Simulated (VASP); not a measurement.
Set up this calculation in VASP 6.6.1, as the native input.

```
Task                   : band structure
Functional             : PBE
Dispersion             : D3(BJ)
Potentials or basis    : VASP PAW PBE potentials, release 64 (Pt, Se)
Cutoff                 : 520 eV
k mesh                 : 3 × 3 × 2
Occupations            : gaussian, width 0.02 eV
Spin                   : no spin polarisation
Further INCAR settings : ALGO = Normal; EDIFF = 1e-07; NBANDS = 18
```

The structure of PtSe2 lies in POSCAR:

```
PtSe2                                   
1.0
    3.7583330232      0.0000000000      0.0000000000
   -1.8791665115      3.2548118701     -0.0000000000
    0.0000000000      0.0000000000      4.9833825244
  Pt              Se            
     1     2
Direct
     0.0000000000000000    1.0000000000000000    1.0000000000000000
     0.3333333300000021    0.6666666699999979    0.2570959963399149
     0.6666666699999979    0.3333333300000021    0.7429040036600851
```

The input as run:

INCAR

```
SYSTEM = PtSe2
ALGO = Normal ; EDIFF = 1E-7
ENCUT = 520 ; GGA = PE
ISIF = 2 ; ISMEAR = 0
IVDW = 12 ; LASPH = .True.
LCHARG = .False. ; LMAXMIX = 4
LREAL = .False. ; LWAVE = .False.
NBANDS = 18 ; NELM = 60
PREC = Accurate ; SIGMA = 0.02
```

KPOINTS

```
k-points
0
Gamma
  3 3 2
  0 0 0
```

KPOINTS_OPT

```
path GMKGALHA,LM,KH
10
line-mode
reciprocal
 0.0000000000  0.0000000000  0.0000000000  G
 0.5000000000  0.0000000000  0.0000000000  M

 0.5000000000  0.0000000000  0.0000000000  M
 0.3333333333  0.3333333333  0.0000000000  K

 0.3333333333  0.3333333333  0.0000000000  K
 0.0000000000  0.0000000000  0.0000000000  G

 0.0000000000  0.0000000000  0.0000000000  G
 0.0000000000  0.0000000000  0.5000000000  A

 0.0000000000  0.0000000000  0.5000000000  A
 0.5000000000  0.0000000000  0.5000000000  L

 0.5000000000  0.0000000000  0.5000000000  L
 0.3333333333  0.3333333333  0.5000000000  H

 0.3333333333  0.3333333333  0.5000000000  H
 0.0000000000  0.0000000000  0.5000000000  A

 0.5000000000  0.0000000000  0.5000000000  L
 0.5000000000  0.0000000000  0.0000000000  M

 0.3333333333  0.3333333333  0.0000000000  K
 0.3333333333  0.3333333333  0.5000000000  H
```

Potentials or basis: VASP PAW PBE potentials, release 64 (Pt, Se).

The run is started by

```bash
$ cat potpaw_PBE.64/Pt/POTCAR potpaw_PBE.64/Se/POTCAR > POTCAR
$ mpirun -np 1 vasp_std > vasp.out
```

It gave:

The pressure is 0.0 GPa and the band gap along the path is none (metal or under the smearing width). The dispersion energy per atom is -0.476 eV.

Caveat: the k mesh is coarse (spacing up to 0.64 Å⁻¹), so the values aren't converged; spin-orbit coupling is left out, which moves the levels of the heavy elements; pairwise dispersion overbinds metals, which lowers pressure and volume.

Wall time 42 s on 1 thread of AMD EPYC 7R13 Processor (Zen 3), on a shared host, peak memory 0.16 GiB.
